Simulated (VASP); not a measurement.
Sb2TeO2:

```xyz
10
Lattice="8.6330 0.0000 0.0000 0.0000 8.6330 0.0000 0.0000 0.0000 3.2040" Properties=species:S:1:pos:R:3 pbc="T T T"
Sb    2.4968    6.8133    0.0000
Sb    1.8197    2.4968    0.0000
Sb    6.1362    1.8197    0.0000
Sb    6.8133    6.1362    0.0000
Te    0.0000    0.0000    0.0000
Te    4.3165    4.3165    0.0000
O     1.6032    5.9197    1.6020
O     2.7133    1.6032    1.6020
O     7.0298    2.7133    1.6020
O     5.9197    7.0298    1.6020
```

The cell was built by a generator and needn't be a form met in nature.

```yaml
Program: VASP 6.6.1
Task: relaxation of cell and atoms
Functional: PBE
Potentials_or_basis: VASP PAW PBE potentials, release 64 (Sb, Te, O)
Cutoff: 520 eV
k_mesh: 4 × 4 × 10
Occupations: gaussian, width 0.1 eV
Spin: no spin polarisation
```

At the start: pressure 1.4 GPa; volume 23.88 Å³/atom.

Question: How do energy, volume and symmetry change on relaxing?

Answer: Over 36 steps the energy falls by 6.1 meV/atom and the volume is 25.29 Å³/atom (+5.9 %); space group P4/mbm (No. 127, to 0.05 Å).

The path:
```
step  energy change (eV)  largest force (eV/Å)  pressure (GPa)  volume (Å³)
   1              0.0000                0.0025            1.42       238.79
   2             -0.0169                0.4122           -0.65       246.16
   3             -0.0216                0.2833           -0.04       243.77
   4             -0.0442                0.1389            0.03       247.28
   5             -0.0491                0.0344            0.09       249.65
   6             -0.0492                0.0322            0.10       249.93
   7             -0.0496                0.0555           -0.13       250.95
   8             -0.0497                0.0490           -0.10       250.76
   9             -0.0502                0.0391           -0.02       250.85
  10             -0.0503                0.0493           -0.01       250.87
  11             -0.0508                0.0372           -0.03       250.87
  12             -0.0519                0.0381           -0.10       250.85
  13             -0.0521                0.0928           -0.25       250.83
  14             -0.0523                0.0698           -0.18       250.84
  15             -0.0525                0.0683           -0.19       250.81
  16             -0.0528                0.0643           -0.15       250.74
  17             -0.0534                0.0549           -0.12       250.59
  18             -0.0543                0.0376           -0.03       250.28
  19             -0.0553                0.0122            0.15       249.68
  20             -0.0554                0.0195            0.22       249.45
  21             -0.0562                0.0104            0.21       249.60
  22             -0.0581                0.0244            0.15       250.07
  23             -0.0590                0.0753            0.00       250.99
  24             -0.0592                0.0598            0.05       250.71
  25             -0.0600                0.0286            0.11       251.05
  26             -0.0602                0.0057            0.15       251.29
  27             -0.0602                0.0418            0.24       251.77
  28             -0.0603                0.0120            0.19       251.45
  29             -0.0609                0.0031            0.09       252.27
  30             -0.0610                0.0186           -0.09       253.30
  31             -0.0611                0.0126           -0.04       252.94
  32             -0.0611                0.0102           -0.01       252.77
  33             -0.0611                0.0113           -0.02       252.83
  34             -0.0611                0.0126           -0.01       252.88
  35             -0.0611                0.0128           -0.03       252.91
  36             -0.0611                0.0045           -0.02       252.93
```

Final structure:
```cif
data_structure
_symmetry_space_group_name_H-M 'P 1'
_symmetry_Int_Tables_number 1
_cell_length_a 8.8508
_cell_length_b 8.8508
_cell_length_c 3.2288
_cell_angle_alpha 90.000
_cell_angle_beta 90.000
_cell_angle_gamma 90.000
_cell_volume 252.93
loop_
_atom_site_label
_atom_site_type_symbol
_atom_site_fract_x
_atom_site_fract_y
_atom_site_fract_z
_atom_site_occupancy
Sb1 Sb 0.27870 0.77870 0.00000 1
Sb2 Sb 0.22130 0.27870 0.00000 1
Sb3 Sb 0.72130 0.22130 0.00000 1
Sb4 Sb 0.77870 0.72130 0.00000 1
Te1 Te 0.00000 0.00000 0.00000 1
Te2 Te 0.50000 0.50000 0.00000 1
O1 O 0.17919 0.67919 0.50000 1
O2 O 0.32081 0.17919 0.50000 1
O3 O 0.82081 0.32081 0.50000 1
O4 O 0.67919 0.82081 0.50000 1
```
